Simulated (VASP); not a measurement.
Data:

```
CELL_PARAMETERS angstrom
      0.00000     1.94500     1.94500
      1.94500     0.00000     1.94500
      1.94500     1.94500     0.00000
ATOMIC_POSITIONS crystal
  Pd 0.00000 0.00000 0.00000
```

Computed with PBE GGA, VASP's PBE PAW potentials (set 64) (plane waves; VASP 6.6.1). Settings: PREC = Low, 400 eV cut-off, 14×14×14 Γ-centred mesh, first-order Methfessel-Paxton smearing of 0.10 eV, potentials Pd.

Problem. Give the stress tensor in GPa (positive for a compressed cell).

Solution. 
```
7.00  0.00  0.00
0.00  7.00  0.00
0.00  0.00  7.00
```
The pressure is its mean diagonal, 7.00 GPa.

The compound is Pd in the fcc structure. The cell was not relaxed at this level. The run is one of a series of settings (PREC = Low against the base run), some of them coarse on purpose.
